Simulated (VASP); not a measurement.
# Hf2Zr2C4 (ordered alloy cell): computed properties

Method: PBEsol GGA, VASP's PBE PAW potentials (set 64) (plane waves; VASP).

```json
{
 "space_group": "R-3m (166)",
 "cell": "a = b = 3.280 Å, c = 16.065 Å, α = β = 90.00°, γ = 120.00°",
 "volume_per_atom": "12.47 Å^3/atom",
 "band gap (on the k-mesh)": "none (metal, semimetal or under 0.01 eV)",
 "density": "9.78 g/cm³"
}
```

```xyz
8
Lattice="0.0006 4.6379 4.6378 4.6384 0.0000 4.6383 2.3192 2.3192 0.0000" Properties=species:S:1:pos:R:3 pbc="T T T"
Zr     0.0000     0.0000     0.0000
Zr     2.3192     0.0000     2.3192
C      2.3080     2.3304     2.3304
C      4.6272     2.3305     4.6496
C      2.3310     4.6267     4.6266
C      4.6502     4.6267     6.9458
Hf     0.0003     2.3189     2.3189
Hf     2.3195     2.3190     4.6381
```

Unless said otherwise, spin-orbit coupling is left out, though it shifts the bands of the heavy elements here.

The structure was generated: Hf2Zr2C4 was put into an ordered model structure (R-3m), which need not be its known phase. It was relaxed first. Symmetry was kept, so distortions that lower it aren't found.
